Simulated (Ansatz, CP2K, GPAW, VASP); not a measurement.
**Ba2Tl5V3O12: 5 runs at one level of theory**

```xyz
22
Lattice="8.1542 0.0000 0.0000 -4.0771 7.0618 0.0000 0.0000 0.0000 6.9213" Properties=species:S:1:pos:R:3 pbc="T T T"
Ba    0.0000    0.0000    1.6301
Ba    0.0000    0.0000    5.2912
V     4.0771    0.0000    0.0000
V    -2.0386    3.5309    0.0000
V     2.0386    3.5309    0.0000
Tl    4.0771    0.0000    3.4606
Tl   -2.0386    3.5309    3.4606
Tl    2.0386    3.5309    3.4606
Tl    0.0000    4.7079    1.5565
Tl    4.0771    2.3539    5.3648
O     1.3636    2.4246    5.6370
O     1.2955    7.0304    5.6370
O    -2.6592    4.6685    5.6370
O     1.4179    2.3932    1.2843
O     5.4407    4.6372    1.2843
O     5.3726    0.0314    1.2843
O     2.7135    4.6372    1.2843
O     2.7816    0.0314    1.2843
O     6.7363    2.3932    1.2843
O     2.6592    4.6685    5.6370
O    -1.3636    2.4246    5.6370
O    -1.2955    7.0304    5.6370
```

The cell comes from a database or a generator and needn't be the stable form of this composition.

Alike in all runs: task single point; functional PBE; k mesh 4 × 4 × 4; occupations fermi-dirac, width 0.05 eV; collinear spin, ferromagnetic start; no spin-orbit coupling. Pressure is positive in compression and, in plane waves, holds the error of the finite cutoff, which Ansatz's Pulay term estimates and takes out.

| program and potentials | plane-wave cutoff (eV) | notes | pressure (GPa) | net moment per atom (μB) | largest force (eV/Å) |
| --- | --- | --- | --- | --- | --- |
| Ansatz, Ansatz PAW | 420 | Pulay term of +0.38 GPa included | 0.17 | 0.00 | 0.055 |
| CP2K, POTENTIAL_UZH Ba GTH-PBE-q10, V GTH-PBE-q13, Tl GTH-PBE-q13, O GTH-PBE-q6; DZVP-MOLOPT-PBE-GTH basis | - | atomic basis | 1.69 | 0.00 | 0.239 |
| GPAW, GPAW PAW data sets (gpaw-data 1.2.1) | 800 | - | 0.76 | 0.00 | 0.174 |
| Ansatz, all-electron LAPW, scalar-relativistic | - | - | 0.19 | 0.00 | 0.054 |
| VASP, PBE PAW files Ba_sv, O, Tl_d, V_sv, 520 eV | 520 | - | 0.74 | 0.00 | 0.109 |

Force on atom 11 (O), eV/Å:

```
                                                                                    program and potentials       x       y       z
                                                                                        Ansatz, Ansatz PAW   0.042   0.009   0.034
CP2K, POTENTIAL_UZH Ba GTH-PBE-q10, V GTH-PBE-q13, Tl GTH-PBE-q13, O GTH-PBE-q6; DZVP-MOLOPT-PBE-GTH basis  -0.021  -0.020  -0.009
                                                                GPAW, GPAW PAW data sets (gpaw-data 1.2.1)  -0.012  -0.089  -0.149
                                                            Ansatz, all-electron LAPW, scalar-relativistic   0.042   0.007   0.033
                                                          VASP, PBE PAW files Ba_sv, O, Tl_d, V_sv, 520 eV   0.029  -0.005  -0.021
```

The pressure spans 0.17 (Ansatz, Ansatz PAW) to 1.69 GPa (CP2K, POTENTIAL_UZH Ba GTH-PBE-q10, V GTH-PBE-q13, Tl GTH-PBE-q13, O GTH-PBE-q6; DZVP-MOLOPT-PBE-GTH basis), with all-electron results at 0.19. All agree on the net moment per atom. The state is the one that the start led to, which needn't be the lowest. Rows in atomic bases carry the error of their basis and grid, which can be large.

The functional is the same throughout but for its coding, so the spread measures potentials, basis and numerics; runs on potential files found faulty are left out.
